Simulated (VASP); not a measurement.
An input for Ansatz (written as the equivalent of a VASP run, and not itself run):

Ansatz 0.2 input:
```yaml
crystal:
  lattice:
    - [0.0000000, 2.1475314, 2.1475314]
    - [2.1475314, 0.0000000, 2.1475314]
    - [2.1475314, 2.1475314, 0.0000000]
  atoms:
    - { symbol: Ti, position: [0.0000000, 0.0000000, 0.0000000] }
    - { symbol: C, position: [0.5000000, 0.5000000, 0.5000000] }
kpoints:
  mp_grid: { grid: [13, 13, 13] }
hamiltonian:
  xc: pbesol
  pseudopotentials: { kind: paw }
scf:
  occupations: { method: methfessel_paxton, width: 0.1 }
  max_iter: 100
relax:
  max_steps: 60
  f_tol: 0.01
  cell: {}
output: { forces: true, stress: true, eigenvalues: true }
```

Q: Translate this input to VASP (INCAR, KPOINTS, POSCAR, choice of POTCAR).

A: This is not unique; one that fits is 
### POSCAR
```
TiC
1
   -0.0000000000     2.1475313640     2.1475313640
    2.1475313640     0.0000000000     2.1475313640
    2.1475313640     2.1475313640     0.0000000000
Ti C
1 1
Direct
  0.0000000000   0.0000000000   0.0000000000
  0.5000000000   0.5000000000   0.5000000000
```

**KPOINTS**
```
Automatic mesh
0
Gamma
13 13 13
0 0 0
```

INCAR:
```
! general
SYSTEM  = TiC
PREC    = Accurate
ENCUT   = 520   ! plane-wave cut-off (eV)
LREAL   = .FALSE.   ! projection in real space or not
LASPH   = .TRUE.   ! aspherical one-centre terms

! electronic loop
EDIFF   = 1E-6   ! SCF stop (eV)
NELM    = 100
ALGO    = Normal
LMAXMIX = 4

! smearing
ISMEAR  = 1
SIGMA   = 0.1   ! width (eV)

! functional
GGA     = PS   ! PBEsol

! ions
IBRION  = 2   ! conjugate gradients
NSW     = 60
ISIF    = 3   ! ions, shape and volume
EDIFFG  = -0.01

! output
LWAVE   = .FALSE.
LCHARG  = .FALSE.
```

POTCAR, in this order: Ti_sv C (PBE.64 set). Program: vasp_std.

Limits of the translation: each code has its own PAW files, so the cut-off isn't converted (ENCUT is set for VASP's; basis.ecutwfc is left out, and Ansatz then takes the one that its files recommend); Ansatz stops its SCF on the density residual and VASP on the energy change (EDIFF).

The compound is TiC in the rock salt structure. It was relaxed first. The start is the result of an earlier pass.
